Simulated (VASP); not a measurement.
# GW on SiC, part 3 of 6

How does the gap of SiC change from the starting functional to GW? The cell is of the wurtzite type, one of the forms listed for this formula. The start is a computed cell from the Materials Project.

VASP 6.6.1, plane waves and PAW; the level of theory is named at each step.

So far, gap on the k-mesh (eV): step 2 (empty bands, functional PBE) 2.26.

## (3) evGW0 (continued)

Level of this step: evGW0 on PBE; plane waves and PAW (Si_GW, C_GW) (VASP).

OUTCAR, selected parts (step 3):

```text
 Found     21 irreducible k-points:

   k-points           NKPTS =     21   k-points in BZ     NKDIM =    144   number of bands    NBANDS=    272

   NELECT =      16.0000    total number of electrons

 E-fermi :   9.0855

 QP shifts <psi_nk| G(iteration)W_0 |psi_nk>: iteration 1
 for sc-GW calculations column KS-energies equals QP-energies in previous step
 and V_xc(KS)=  KS-energies - (<T + V_ion + V_H > + <T+V_H+V_ion>^1  + <V_x>^1)
 k-point   1 :       0.0000    0.0000    0.0000
  band No.  KS-energies  QP-energies   sigma(KS)   V_xc(KS)     V^pw_x(r,r')   Z            occupation Imag(sigma)
    ...
      5       6.6342       5.8152     -15.4331     -14.3826     -17.4681       0.7797       2.0000       0.0615
      6       7.8386       7.1361     -15.7092     -14.8158     -17.3289       0.7864       2.0000       0.0554
      7       7.9535       7.2519     -15.7943     -14.9018     -17.4575       0.7860       2.0000       0.0577
      8       7.9535       7.2519     -15.7943     -14.9018     -17.4575       0.7860       2.0000       0.0577
      9      12.7678      13.1763     -11.6895     -12.2020      -6.9108       0.7972       0.0000      -0.0889
     10      14.1719      14.5646     -12.2796     -12.7832      -7.0553       0.7799       0.0000      -0.1079
     11      14.6254      15.0779     -10.7398     -11.3101      -5.6605       0.7933       0.0000      -0.1055
     12      14.6254      15.0779     -10.7398     -11.3101      -5.6605       0.7933       0.0000      -0.1055
    ...

 k-point   2 :       0.1667    0.0000    0.0000
  band No.  KS-energies  QP-energies   sigma(KS)   V_xc(KS)     V^pw_x(r,r')   Z            occupation Imag(sigma)
    ...
      5       5.9442       5.0832     -15.1140     -14.0054     -17.3123       0.7767       2.0000       0.0653
      6       6.3734       5.5555     -15.4768     -14.4241     -17.5717       0.7770       2.0000       0.0656
      7       7.4786       6.7501     -15.5466     -14.6173     -17.2401       0.7840       2.0000       0.0554
      8       7.6659       6.9352     -15.7374     -14.8068     -17.4838       0.7852       2.0000       0.0580
      9      12.8324      13.1871     -10.7947     -11.2375      -6.0650       0.8012       0.0000      -0.0923
     10      14.7248      15.1766     -11.7361     -12.3144      -6.4548       0.7813       0.0000      -0.1119
     11      15.0681      15.5078     -11.0738     -11.6338      -5.7374       0.7851       0.0000      -0.1193
     12      15.2719      15.8115     -11.9580     -12.6474      -6.6649       0.7827       0.0000      -0.1099
    ...

 k-point   3 :       0.3333   -0.0000    0.0000
  band No.  KS-energies  QP-energies   sigma(KS)   V_xc(KS)     V^pw_x(r,r')   Z            occupation Imag(sigma)
    ...
      5       3.5751       2.6229     -15.0379     -13.7729     -18.1373       0.7527       2.0000       0.1178
      6       4.9954       4.0786     -14.8552     -13.6645     -17.3353       0.7700       2.0000       0.0743
      7       6.1122       5.3029     -14.7497     -13.7124     -16.6946       0.7802       2.0000       0.0591
      8       7.0413       6.2589     -15.5461     -14.5452     -17.4604       0.7817       2.0000       0.0594
      9      11.3225      11.5951     -10.4265     -10.7631      -6.0120       0.8097       0.0000      -0.0862
     10      12.8526      13.1890     -10.9174     -11.3387      -6.2043       0.7984       0.0000      -0.0944
     11      15.1580      15.6604     -11.7955     -12.4343      -6.5671       0.7866       0.0000      -0.1078
     12      15.4019      15.8689     -10.6172     -11.2076      -5.3465       0.7911       0.0000      -0.1200
    ...

 QP shifts <psi_nk| G(iteration)W_0 |psi_nk>: iteration 2
 k-point   1 :       0.0000    0.0000    0.0000
  band No. old QP-enery  QP-energies   sigma(KS)   T+V_ion+V_H  V^pw_x(r,r')   Z            occupation Imag(sigma)
    ...
      5       5.8152       5.6733     -15.3832      21.0169     -17.4681       0.7815       2.0000       0.0616
      6       7.1361       7.0144     -15.6724      22.6544     -17.3289       0.7898       2.0000       0.0549
      7       7.2519       7.1294     -15.7586      22.8553     -17.4575       0.7892       2.0000       0.0568
      8       7.2519       7.1294     -15.7586      22.8553     -17.4575       0.7892       2.0000       0.0568
      9      13.1763      13.2150     -11.7451      24.9697      -6.9108       0.7988       0.0000      -0.0904
     10      14.5646      14.6132     -12.3283      26.9551      -7.0553       0.7814       0.0000      -0.1095
     11      15.0779      15.1273     -10.7954      25.9356      -5.6605       0.7944       0.0000      -0.1083
     12      15.0779      15.1273     -10.7954      25.9356      -5.6605       0.7944       0.0000      -0.1083
    ...

 QP shifts <psi_nk| G(iteration)W_0 |psi_nk>: iteration 3
 k-point   1 :       0.0000    0.0000    0.0000
  band No. old QP-enery  QP-energies   sigma(KS)   T+V_ion+V_H  V^pw_x(r,r')   Z            occupation Imag(sigma)
    ...
      5       5.6733       5.6467     -15.3775      21.0169     -17.4681       0.7817       2.0000       0.0614
      6       7.0144       6.9917     -15.6688      22.6544     -17.3289       0.7903       2.0000       0.0547
      7       7.1294       7.1065     -15.7549      22.8553     -17.4575       0.7895       2.0000       0.0565
      8       7.1294       7.1065     -15.7549      22.8553     -17.4575       0.7895       2.0000       0.0565
      9      13.2150      13.2167     -11.7527      24.9697      -6.9108       0.7988       0.0000      -0.0906
     10      14.6132      14.6167     -12.3374      26.9551      -7.0553       0.7816       0.0000      -0.1099
     11      15.1273      15.1314     -10.8032      25.9356      -5.6605       0.7945       0.0000      -0.1087
     12      15.1273      15.1314     -10.8032      25.9356      -5.6605       0.7945       0.0000      -0.1087
    ...

 QP shifts <psi_nk| G(iteration)W_0 |psi_nk>: iteration 4
 k-point   1 :       0.0000    0.0000    0.0000
  band No. old QP-enery  QP-energies   sigma(KS)   T+V_ion+V_H  V^pw_x(r,r')   Z            occupation Imag(sigma)
    ...
      5       5.6467       5.6415     -15.3769      21.0169     -17.4681       0.7818       2.0000       0.0614
      6       6.9917       6.9871     -15.6685      22.6544     -17.3289       0.7904       2.0000       0.0546
      7       7.1065       7.1019     -15.7546      22.8553     -17.4575       0.7896       2.0000       0.0565
      8       7.1065       7.1019     -15.7546      22.8553     -17.4575       0.7896       2.0000       0.0565
      9      13.2167      13.2161     -11.7538      24.9697      -6.9108       0.7989       0.0000      -0.0906
     10      14.6167      14.6164     -12.3388      26.9551      -7.0553       0.7817       0.0000      -0.1099
     11      15.1314      15.1313     -10.8043      25.9356      -5.6605       0.7945       0.0000      -0.1087
     12      15.1314      15.1313     -10.8043      25.9356      -5.6605       0.7945       0.0000      -0.1087
    ...

[... 8 parts as in an earlier step ...]

[... 26 further parts left out ...]
```

This step gave:

* quasiparticle gap on the mesh: 3.294 eV
* smallest direct quasiparticle gap on the mesh: 5.211 eV
* gap of the starting orbitals on the mesh: 2.264 eV

QP gap by iteration, by row:

| iteration | gap (eV) | direct gap (eV) |
| --- | --- | --- |
| 1 | 3.133 | 5.022 |
| 2 | 3.268 | 5.181 |
| 3 | 3.29 | 5.207 |
| 4 | 3.294 | 5.211 |

GW takes the gap from 2.264 to 3.294 eV. The last pass still moved it by +4 meV. The value holds for 272 bands, ENCUTGW = 200 eV and this mesh, and isn't shown to be converged in them.

(Continued in part 4 of 6.)

[Lines on the potential files, build, host, timing and source positions are cut from VASP's logs without a mark.]

[Logs are printed without paths, hosts, clocks, repeated set-up lines and the standing remarks that a program may print on its own settings, such as how far it seeks lower states.]

[Hosts, paths, dates, database ids (printed as entryN), source tags and the programs' standing remarks are cut or masked in the printed files.]

[Pressures printed for these runs are not shown converged in the cutoff: they can be off by several GPa and have the wrong sign.]
